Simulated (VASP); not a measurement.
```xyz
2
Lattice="0.0000 2.4024 2.4024 2.4024 0.0000 2.4024 2.4024 2.4024 0.0000" Properties=species:S:1:pos:R:3 pbc="T T T"
Y      0.0000     0.0000     0.0000
N      2.4024     2.4024     2.4024
```

These are HSE06 screened hybrid, VASP's PBE PAW potentials (set 64) (plane waves; VASP) values and carry that method's errors. Settings: 520 eV cut-off, 8×8×8 Γ-centred mesh, Gaussian smearing of 0.050 eV, potentials Y_sv N.

Q: Give the stress tensor in GPa (positive for a compressed cell).

A: 
```
8.63  0.00  0.00
0.00  8.63  0.00
0.00  0.00  8.63
```
The pressure is its mean diagonal, 8.63 GPa.

The compound is YN in the rock salt structure. This cell is one point of a volume scan, at 0.94 of the reference volume. The cell's shape comes from a PBE relaxation.
